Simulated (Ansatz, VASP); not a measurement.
# CoH in two plane-wave programs

One calculation is typed for both programs; each brings its own data sets. How far apart do they land? The cell is taken from a series of runs on this material, whose earlier steps may have relaxed, scaled, displaced or heated it; both programs get it as it stands.

Calculated with Ansatz 0.2.0; plane waves, with VASP 6.6.1 beside it; single point at PBEsol.

### 1. The starting structure

Symmetry: Fm-3m, No. 225, cubic system. Conventional cell: a = 3.686 Å, b = 3.686 Å, c = 3.686 Å, α = 90.00°, β = 90.00°, γ = 90.00°. Co has 6 H at 1.84 Å nearest. Nearest to H lie 6 Co at 1.84 Å. Farther neighbours are not listed.

### 2. Ansatz: single point, PBEsol

Ansatz runs on norm-conserving files, of PseudoDojo where its log says so.

A single point gives forces, pressure and levels at one fixed geometry, so differences don't come from the geometry; what else differs is listed under the comparison.

The input, input.yaml:

```yaml
crystal:
  lattice:
    - [0.0, 1.84296171, 1.84296171]
    - [1.84296171, 0.0, 1.84296171]
    - [1.84296171, 1.84296171, 0.0]
  atoms:
    - { symbol: Co, position: [0.0, 0.0, 0.0], spin: 3.0 }
    - { symbol: H, position: [0.5, 0.5, 0.5] }
kpoints:
  mp_grid: { grid: [8, 8, 8] }
hamiltonian:
  xc: pbesol
  pseudopotentials: { kind: nc }
scf:
  occupations: { method: gaussian, width: 0.1 }
  lower_state_search: "off"
output:
  forces: true
  stress: true
  eigenvalues: true
  populations: true
magnetization:
  spin_polarized: true
```

Started as:

```bash
ansatz run input.yaml --threads 4 --pin off --max-ram 7168MiB --backend cpu --events-out ev --progress --plain --runs-dir out
```

Numbers of over 12 decimals in the logs are rounded to 6 here.

What it wrote:

```text
Engine: ansatz 0.2.0, aarch64-unknown-linux-gnu
Pseudopotentials: kind: nc
Pseudopotential: Co, nc, valence charge 17, recommended cutoff 1306.14654 eV (normal), Co.nc.azcp (PseudoDojo's, or run here from an input of PseudoDojo's: the run reads no file of this project's for it)
Pseudopotential: H, nc, valence charge 1, recommended cutoff 979.609905 eV (normal), H.nc.azcp (PseudoDojo's, or run here from an input of PseudoDojo's: the run reads no file of this project's for it)
Functional definition: PBEsol
  exchange = pbesol_x
  correlation = pbesol_c
Crystal: 2 atoms, lattice volume = 12.519 Å³
Basis set: ecut = 1306.14654 eV, 1363 PW (Γ), exchange–correlation on 64×64×64 points (8 copies of the dense FFT grid, shifted against one another)
Bands: 15, of which v1, the nominal top of the filled ones, is band 9 counted from 1 (8 counted from 0)
Symmetry: 48 space group operations
Space group: Fm-3m (ITA 225), of the structure as read, at distance tolerance 2.3e-5 Å
Magnetic group: BNS 225.116 (UNI 1618), of the structure as read, at distance tolerance 2.3e-5 Å
k-points: 29 of 512
Non-local potential: Co, projectors of the file, l = 0: 2, l = 1: 2, l = 2: 2
Non-local potential: H, projectors of the file, l = 0: 2, l = 1: 1
Initial density: superposition of atomic densities (chi_scale 0.1, normalization cell)
Starting moments: Σ|m| = 3 μB on 1 of 2 sites
Initial wavefunctions: pseudopotential atomic-orbital guess
Functional: x = pbesol(κ = 0.804, μ = 0.123457), c = pbesol(β = 0.046)
iter 1 solved again at ethr=7.04e-4 eV; its pass at ethr=3.10e-3 eV (dr2=1.27e-1 eV) is discarded
SCF iter   1: F=—  HF=-4174.049236 eV  |F-HF|=—  |Δ(HF+E_count)|=         —  Δρ=1.70e-1 (↑1.70e-1 ↓1.48e-1)  dr2=1.26e-1  dr2_m=2.88e0  M=1.627 μB ∫|m|=1.717 μB  β_m=0.30  ethr=7.04e-4  ⟨swp⟩=1.0  Hψ=5876  notcnv=0
preconditioner: auto → none  [insulator: Δε(μ)=0.104 eV  Ē_g=16.134 eV  σ=0.100 eV  W_gap=0.53  n_scr=0 (ndim 8)  ℏωp=33.2 eV  f_vac=0.000  D(μ)=0.84/eV (n_scr^D=14)  ε∞_Penn≈5.2]
SCF iter   2: F=—  HF=-4174.192237 eV  |F-HF|=—  |Δ(HF+E_count)|=   1.43e-1  Δρ=1.17e-1 (↑1.16e-1 ↓1.17e-1)  dr2=2.77e-2  dr2_m=1.54e0  M=1.583 μB ∫|m|=1.674 μB  β_m=0.30  ethr=7.03e-4  ⟨swp⟩=2.4  Hψ=1337  notcnv=0
SCF iter   3: F=—  HF=-4174.280345 eV  |F-HF|=—  |Δ(HF+E_count)|=   8.81e-2  Δρ=8.89e-2 (↑8.84e-2 ↓8.89e-2)  dr2=8.77e-3  dr2_m=8.95e-1  M=1.506 μB ∫|m|=1.614 μB  β_m=0.30  ethr=1.54e-4  ⟨swp⟩=1.0  Hψ=1143  notcnv=0
SCF iter   4: F=—  HF=-4174.336239 eV  |F-HF|=—  |Δ(HF+E_count)|=   5.59e-2  Δρ=7.02e-2 (↑7.02e-2 ↓6.80e-2)  dr2=6.01e-4  dr2_m=5.47e-1  M=1.435 μB ∫|m|=1.556 μB  β_m=0.30  ethr=4.87e-5  ⟨swp⟩=2.1  Hψ=1029  notcnv=0
SCF iter   5: F=—  HF=-4174.372358 eV  |F-HF|=—  |Δ(HF+E_count)|=   3.61e-2  Δρ=5.33e-2 (↑5.06e-2 ↓5.33e-2)  dr2=1.15e-3  dr2_m=3.10e-1  M=1.402 μB ∫|m|=1.528 μB  β_m=0.30  ethr=3.34e-6  ⟨swp⟩=2.4  Hψ=1362  notcnv=0
SCF iter   6: F=—  HF=-4174.392911 eV  |F-HF|=—  |Δ(HF+E_count)|=   2.06e-2  Δρ=3.96e-2 (↑3.96e-2 ↓3.96e-2)  dr2=1.18e-5  dr2_m=1.80e-1  M=1.375 μB ∫|m|=1.502 μB  β_m=0.30  ethr=3.34e-6  ⟨swp⟩=2.2  Hψ=1187  notcnv=0
SCF iter   7: F=—  HF=-4174.405476 eV  |F-HF|=—  |Δ(HF+E_count)|=   1.26e-2  Δρ=3.22e-2 (↑3.10e-2 ↓3.22e-2)  dr2=2.45e-4  dr2_m=1.15e-1  M=1.340 μB ∫|m|=1.472 μB  β_m=0.30  ethr=6.54e-8  ⟨swp⟩=2.6  Hψ=1593  notcnv=0
Mixer restart at iter 7: flushing history
spin-set hold released at iteration 7 (site moments contracting): the magnetisation degrees of freedom join the quasi-Newton model from the next iteration; the mixer history was flushed
SCF iter   8: F=—  HF=-4174.413645 eV  |F-HF|=—  |Δ(HF+E_count)|=   8.17e-3  Δρ=2.54e-2 (↑2.52e-2 ↓2.54e-2)  dr2=7.87e-5  dr2_m=7.34e-2  M=1.314 μB ∫|m|=1.447 μB  β_m=0.55  ethr=6.54e-8  ⟨swp⟩=2.8  Hψ=1544  notcnv=0
SCF iter   9: F=—  HF=-4174.429585 eV  |F-HF|=—  |Δ(HF+E_count)|=   1.59e-2  Δρ=8.33e-3 (↑3.91e-3 ↓8.33e-3)  dr2=1.97e-3  dr2_m=4.18e-3  M=1.216 μB ∫|m|=1.350 μB  β_m=0.65  ethr=6.54e-8  ⟨swp⟩=3.1  Hψ=1888  notcnv=0
SCF iter  10: F=—  HF=-4174.430701 eV  |F-HF|=—  |Δ(HF+E_count)|=   1.12e-3  Δρ=3.83e-3 (↑3.83e-3 ↓2.25e-3)  dr2=2.07e-3  dr2_m=3.71e-4  M=1.195 μB ∫|m|=1.325 μB  β_m=0.59  ethr=6.54e-8  ⟨swp⟩=3.2  Hψ=1999  notcnv=0  defer=13
SCF iter  11: F=—  HF=-4174.430350 eV  |F-HF|=—  |Δ(HF+E_count)|=   3.51e-4  Δρ=1.03e-3 (↑8.32e-4 ↓1.03e-3)  dr2=3.71e-6  dr2_m=9.88e-5  M=1.186 μB ∫|m|=1.314 μB  β_m=0.79  ethr=6.54e-8  ⟨swp⟩=3.0  Hψ=1871  notcnv=0  defer=39
SCF iter  12: F=—  HF=-4174.430398 eV  |F-HF|=—  |Δ(HF+E_count)|=   4.77e-5  Δρ=3.16e-4 (↑2.01e-4 ↓3.16e-4)  dr2=2.98e-7  dr2_m=7.24e-6  M=1.182 μB ∫|m|=1.308 μB  β_m=0.90  ethr=2.06e-8  ⟨swp⟩=2.0  Hψ=1348  notcnv=0  defer=39
SCF iter  13: F=—  HF=-4174.430401 eV  |F-HF|=—  |Δ(HF+E_count)|=   3.46e-6  Δρ=4.23e-5 (↑2.36e-5 ↓4.23e-5)  dr2=1.33e-8  dr2_m=1.22e-7  M=1.181 μB ∫|m|=1.306 μB  β_m=0.95  ethr=5.56e-10  ⟨swp⟩=8.8  Hψ=4745  notcnv=0
SCF iter  14: F=-4174.430401 eV  HF=-4174.430401 eV  |F-HF|=3.27e-10  |Δ(HF+E_count)|=   3.83e-8  Δρ=4.35e-6 (↑2.88e-6 ↓4.35e-6)  dr2=1.11e-9  dr2_m=9.02e-10  M=1.181 μB ∫|m|=1.306 μB  ethr=7.39e-11  ⟨swp⟩=4.0  Hψ=2337  notcnv=0
SCF 1 converged in 14 iterations: F = -4174.430401 eV  dr2 = 1.11e-9
SCF converged after 14 iterations
Magnetization: 1.1807 μB (9.5903 up, 8.4097 down)
Absolute magnetization: 1.3058 μB (∫|ρ↑−ρ↓|)
Spin contamination: 0.0135 ħ² per cell (⟨S²⟩ above its minimum at these occupations)
Per-site moments (μB) at R_I (Å): [(1.171780, 0.760221705375), (-0.021830, 0.760221705375)]
Free energy (F): -4174.430401 eV
Harris-Foulkes:  -4174.430401 eV  (|F-HF|=3.27e-10)
Internal energy: -4174.423499 eV  (E = F + TS)
E sigma→0 (E₀):  -4174.426950 eV
Entropy (-TS):   -0.006902 eV (-3.451 meV/atom)
Fermi energy:    18.120537 eV
--- Per-component energies (eV) ---
  E_band       = -247.101030
  E_kinetic    = 1862.860862
  E_local      = -3154.282582  (includes V_loc(G=0)·N_el)
  E_nonlocal   = -520.265048
  E_hartree    = 1074.521080
  E_xc         = -767.718798
  E_vxc        = -584.456890  (∫ρ·V_xc dr)
  E_ewald      = -2669.539012
  E_smearing   = -0.006902  (= −TS)
  E_closure    = 0.000000  (closes the sum)
  Σ components = -4174.430401   (vs F -4174.430401, Δ=0.00e0)
--- Forces (eV/Å), atoms counted from 1 ---
  atom   1  Co    -0.00000000     0.00000000     0.00000000
  atom   2  H      0.00000000    -0.00000000     0.00000000
  max |Σ_I F_I| component: 2.79e-31 eV/Å
--- Stress (GPa, compression-positive) ---
       -6.178155       0.000000       0.000000
       -0.000000      -6.178155       0.000000
       -0.000000       0.000000      -6.178155
  P = ⅓ Tr σ = -6.1782 GPa (-61.782 kbar)
--- Band table (eV; the first three rows and the last of 58) ---
  k-point 0 ↑: bands = [... 5 lower, 15.3609, 15.3609, 15.3609, 16.4686, 16.4686, 32.9961, 38.4928, 39.0624, ... 2 higher]
  k-point 1 ↑: bands = [... 5 lower, 15.1851, 15.4737, 15.4737, 16.4065, 16.4065, 30.5827, 36.4503, 38.7909, ... 2 higher]
  k-point 2 ↑: bands = [... 5 lower, 14.6900, 15.5179, 15.5179, 16.5211, 16.5211, 26.5785, 33.5209, 38.4624, ... 2 higher]
  k-point 28 ↓: bands = [... 5 lower, 15.5189, 15.5189, 17.2691, 18.8329, 22.1407, 23.9280, 23.9280, 26.5262, ... 2 higher]
--- Löwdin populations: 2 sites ---
  site symbol       q [e]    m [muB]
     0     Co     16.5938     1.2294
     1      H      1.2133    -0.0079
  spilling = 0.010716 (of n_electrons = 18.000000)
```

The run ends at a pressure of -6.18 GPa.

### 3. VASP: single point, PBEsol

The same cell, functional, mesh and smearing now go to VASP, with its own data sets.

Lines of VASP's logs that name or quote its potential files are left out, and so is its time.

The input, INCAR:

```
SYSTEM = CoH
PREC = Accurate
ENCUT = 600
EDIFF = 1E-06
NELM = 200
ISMEAR = 0
SIGMA = 0.1
LREAL = .FALSE.
ALGO = Normal
GGA = PS
NBANDS = 13
ISPIN = 2
MAGMOM = 1.17 -0.02
LASPH = .TRUE.
LMAXMIX = 4
LORBIT = 11
LWAVE = .FALSE.
LCHARG = .FALSE.
ISIF = 2
GGA_COMPAT = .FALSE.
```

The input, POSCAR:

```
CoH
1.0
    0.0000000000      1.8429617100      1.8429617100
    1.8429617100      0.0000000000      1.8429617100
    1.8429617100      1.8429617100      0.0000000000
Co H
1 1
Direct
    0.0000000000      0.0000000000      0.0000000000
    0.5000000000      0.5000000000      0.5000000000
```

The input, KPOINTS:

```
Automatic mesh
0
Gamma
8 8 8
0 0 0
```

PAW data sets: Co and H (PBE family, release 64).

Started as:

```bash
mpirun -np 1 vasp_std
```

What it wrote:

```text
[banner, memory and clock lines left out]
running    1 mpi-ranks, on    1 nodes
 distrk:  each k-point on    1 cores,    1 groups
 distr:  one band on    1 cores,    1 groups

 POSCAR found type information on POSCAR CoH
 POSCAR found :  2 types and       2 ions
|                                                                             |
|               ----> ADVICE to this user running VASP <----                  |
|                                                                             |
|     You enforced a specific xc type in the INCAR file but a different       |
|     [... a line on the potential file left out ...]
|     I HOPE YOU KNOW WHAT YOU ARE DOING!                                     |
|                                                                             |

 LDA part: xc-table for (Slater+PW92), standard interpolation
 POSCAR, INCAR and KPOINTS ok, starting setup
 FFT: planning ... GRIDC
 FFT: planning ... GRID_SOFT
 FFT: planning ... GRID
 WAVECAR not read
 entering main loop
       N       E                     dE             d eps       ncg     rms          rms(c)
DAV:   1     0.316635373631E+02    0.31664E+02   -0.47527E+03  1564   0.981E+02
DAV:   2    -0.111432416334E+02   -0.42807E+02   -0.39639E+02  1618   0.176E+02
DAV:   3    -0.125095231538E+02   -0.13663E+01   -0.13421E+01  1788   0.342E+01
DAV:   4    -0.125235999428E+02   -0.14077E-01   -0.14073E-01  1821   0.320E+00
DAV:   5    -0.125239774303E+02   -0.37749E-03   -0.37748E-03  1887   0.480E-01    0.125E+01
DAV:   6    -0.115396615453E+02    0.98432E+00   -0.16891E+01  1948   0.514E+01    0.563E+00
DAV:   7    -0.111713021128E+02    0.36836E+00   -0.25573E+00  1936   0.200E+01    0.285E+00
DAV:   8    -0.111548972474E+02    0.16405E-01   -0.28715E-02  1817   0.117E+00    0.157E+00
DAV:  10    -0.111497999260E+02    0.20097E-03   -0.51455E-04  2222   0.165E-01    0.170E-01
DAV:  11    -0.111497980010E+02    0.19250E-05   -0.46910E-04  1949   0.212E-01    0.398E-02
DAV:  12    -0.111498032392E+02   -0.52382E-05   -0.21717E-05  1860   0.604E-02    0.132E-02
DAV:  13    -0.111498050374E+02   -0.17982E-05   -0.17420E-06  1557   0.145E-02    0.583E-03
DAV:  14    -0.111498050627E+02   -0.25284E-07   -0.71805E-08   869   0.305E-03
   1 F= -.11149805E+02 E0= -.11146357E+02  d E =-.689631E-02  mag=     1.1662
```

From OUTCAR (step 3):

```text
ion  position               nearest neighbor table
   1  0.000  0.000  0.000-   2 1.84   2 1.84   2 1.84   2 1.84   2 1.84   2 1.84
   2  0.500  0.500  0.500-   1 1.84   1 1.84   1 1.84   1 1.84   1 1.84   1 1.84

  LATTYP: Found a face centered cubic cell.
 ALAT       =     3.6859234200

 Subroutine GETGRP returns: Found 48 space group operations
 (whereof 48 operations were pure point group operations)

The static configuration has the point symmetry O_h .

 Found     29 irreducible k-points:

   k-points           NKPTS =     29   k-points in BZ     NKDIM =     29   number of bands    NBANDS=     13

   dimension x,y,z NGX =    24 NGY =   24 NGZ =   24
   dimension x,y,z NGXF=    48 NGYF=   48 NGZF=   48

   ENCUT  =  600.0 eV  44.10 Ry    6.64 a.u.   5.21  5.21  5.21*2*pi/ulx,y,z

   NELECT =      10.0000    total number of electrons

 k-points in reciprocal lattice and weights: Automatic mesh
   0.00000000  0.00000000  0.00000000       0.002
   0.12500000  0.00000000  0.00000000       0.016
   0.25000000  0.00000000  0.00000000       0.016
   0.37500000  0.00000000  0.00000000       0.016
   0.50000000  0.00000000  0.00000000       0.008
   0.12500000  0.12500000  0.00000000       0.012
   0.25000000  0.12500000  0.00000000       0.047
   0.37500000  0.12500000  0.00000000       0.047
   0.50000000  0.12500000  0.00000000       0.047
[...]
-0.37500000  0.50000000  0.12500000       0.023
  -0.25000000  0.50000000  0.25000000       0.012

 average (electrostatic) potential at core
       1 -78.2505       2 -27.3604

 E-fermi :  10.2016

 spin component 1
 k-point     1 :       0.0000    0.0000    0.0000
  band No.  band energies     occupation
    ...
      2       7.4826      1.00000
      3       7.4826      1.00000
      4       7.4826      1.00000
      5       8.5760      1.00000
      6       8.5760      1.00000
      7      25.1159      0.00000
      8      30.6952      0.00000
      9      31.2298      0.00000
     10      31.2298      0.00000
     11      31.2298      0.00000
    ...

 k-point     2 :       0.1250    0.0000    0.0000
  band No.  band energies     occupation
    ...
      2       7.3079      1.00000
      3       7.5947      1.00000
      4       7.5947      1.00000
      5       8.5145      1.00000
      6       8.5145      1.00000
      7      22.7140      0.00000
      8      28.6280      0.00000
      9      30.9653      0.00000
     10      30.9653      0.00000
     11      32.6562      0.00000
    ...

 k-point     3 :       0.2500    0.0000    0.0000
  band No.  band energies     occupation
    ...
      2       6.8152      1.00000
      3       7.6364      1.00000
      4       7.6364      1.00000
      5       8.6310      1.00000
      6       8.6310      1.00000
      7      18.7030      0.00000
      8      25.6715      0.00000
      9      30.6398      0.00000
     10      30.6398      0.00000
     11      35.6337      0.00000
    ...

 k-point     4 :       0.3750    0.0000    0.0000
  band No.  band energies     occupation
    ...
      2       5.9265      1.00000
      3       7.4315      1.00000
      4       7.4315      1.00000
      5       9.0484      1.00000
      6       9.0484      1.00000
      7      15.3937      0.00000
      8      23.5138      0.00000
      9      30.6819      0.00000
     10      30.6819      0.00000
     11      33.4389      0.00000
    ...

 k-point     5 :       0.5000    0.0000    0.0000
  band No.  band energies     occupation
    ...
      2       4.6928      1.00000
      3       7.3235      1.00000
      4       7.3235      1.00000
      5       9.2620      1.00000
      6       9.2620      1.00000
      7      14.0633      0.00000
      8      22.7255      0.00000
      9      31.0127      0.00000
     10      31.0127      0.00000
     11      32.1756      0.00000
    ...

 k-point     6 :       0.1250    0.1250    0.0000
  band No.  band energies     occupation
    ...
      2       7.2051      1.00000
      3       7.6914      1.00000
      4       7.6914      1.00000
      5       8.2576      1.00000
      6       8.6768      1.00000
      7      22.7031      0.00000
      8      28.8049      0.00000
      9      28.8049      0.00000
     10      29.5081      0.00000
     11      35.1700      0.00000
    ...

  Total       -0.4991600     -0.4991600     -0.4991600      0.0000000      0.0000000      0.0000000
  in kB      -63.8809554    -63.8809554    -63.8809554      0.0000000      0.0000000      0.0000000
  external PRESSURE =     -63.8809554 kB  Pullay stress =       0.0000000 kB

  energy-cutoff  :      600.00
  volume of cell :       12.52
      direct lattice vectors                 reciprocal lattice vectors
     0.000000000  1.842961710  1.842961710    -0.271302435  0.271302435  0.271302435
     1.842961710  0.000000000  1.842961710     0.271302435 -0.271302435  0.271302435
     1.842961710  1.842961710  0.000000000     0.271302435  0.271302435 -0.271302435

 POSITION                                       TOTAL-FORCE (eV/Angst)
 -----------------------------------------------------------------------------------
      0.00000      0.00000      0.00000         0.000000      0.000000     -0.000000
      1.84296      1.84296      1.84296        -0.000000     -0.000000      0.000000
 -----------------------------------------------------------------------------------
    total drift:                                0.000000     -0.000000     -0.000000

  FREE ENERGIE OF THE ION-ELECTRON SYSTEM (eV)
  ---------------------------------------------------
  free  energy   TOTEN  =       -11.1498050627 eV

  energy  without entropy=      -11.1429087557  energy(sigma->0) =      -11.14635691

 total charge
# of ion       s       p       d       tot
------------------------------------------
    1        0.403   0.542   7.437   8.383
    2        0.498   0.041   0.000   0.540
--------------------------------------------------
tot          0.902   0.584   7.437   8.922

 magnetization (x)
# of ion       s       p       d       tot
------------------------------------------
    1       -0.007  -0.020   1.225   1.197
    2       -0.007  -0.003   0.000  -0.010
--------------------------------------------------
tot         -0.014  -0.023   1.225   1.187

[... 6 further parts left out ...]
```

The cell holds one magnetic atom, so no antiferromagnetic order fits into it.

### 4. Differences

Known differences besides the potentials themselves: VASP starts from the moments at which Ansatz ended; the data sets hold 18 valence electrons in Ansatz (on norm-conserving files, of PseudoDojo where its log says so) and 10 in VASP; the cutoff is 1306.15 eV in Ansatz and 600 eV in VASP; site moments are counted in spheres of each program's own size. Total energies have different zeros and are not compared.

The two programs side by side:

```csv
quantity,Ansatz,VASP,difference
pressure (GPa),-6.18,-6.39,+0.21
total moment (μB),1.18,1.17,+0.01
moment on Co1 (μB),1.17,1.20,-0.03
```

### 5. Results

```
difference in total moment (single point, PBEsol) : 0.014 μB
```

What this shows: The difference in total moment is 0.014 μB (single point, PBEsol). The data sets hold unlike numbers of valence electrons (18 in Ansatz and 10 in VASP), so part of the differences comes from the potentials. Such differences can come from data sets, numerical settings and the points named under the comparisons, not from the functional's error against experiment.

[Lines on the potential files, build, host, timing and source positions are cut from VASP's logs without a mark.]

[Logs are printed without paths, hosts, clocks, repeated set-up lines and the standing remarks that a program may print on its own settings, such as how far it seeks lower states.]

[Hosts, paths, dates, database ids (printed as entryN), source tags and the programs' standing remarks are cut or masked in the printed files.]
